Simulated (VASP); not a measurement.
Input:

```xyz
5
Lattice="5.9755 0.0000 0.0000 0.0000 5.9755 0.0000 0.0000 0.0000 5.9755" Properties=species:S:1:pos:R:3 pbc="T T T"
Cs     0.0000     0.0000     0.0000
Pb     2.9877     2.9877     2.9877
Br     2.9877     0.0000     2.9877
Br     0.0000     2.9877     2.9877
Br     2.9877     2.9877     0.0000
```

Level of theory: revTPSS meta-GGA, VASP's PBE PAW potentials (set 64) (plane waves; VASP). Settings: 520 eV cut-off, 4×4×4 Γ-centred mesh, tetrahedra with Blöchl corrections, potentials Cs_sv Pb_d Br.

Unless said otherwise, spin-orbit coupling is left out, though it shifts the bands of the heavy elements here.

Give the energies of bands 13 to 25 at the high-symmetry points, in eV from the valence-band maximum.

```tsv
band	Γ	X	M	R
13	-6.80	-7.48	-8.06	-8.22
14	-3.96	-3.87	-3.73	-2.60
15	-3.96	-3.87	-2.75	-2.60
16	-3.96	-2.52	-2.20	-2.60
17	-1.93	-2.07	-2.20	-2.05
18	-1.93	-2.07	-2.13	-2.05
19	-1.93	-2.03	-2.13	-1.48
20	-1.82	-1.91	-2.06	-1.48
21	-1.82	-1.91	-1.49	-1.48
22	-1.82	-1.30	-0.64	0.00
23	3.57	2.83	2.37	1.86
24	4.68	4.96	2.37	1.86
25	4.68	5.46	5.03	1.86
```

The gap is direct, 1.86 eV, from the valence maximum at R to the conduction minimum at R.

The compound is CsPbBr3 in the cubic perovskite structure, the ideal cubic form; the compound distorts at low or room temperature. It was relaxed first, which changed the volume by +5 %.
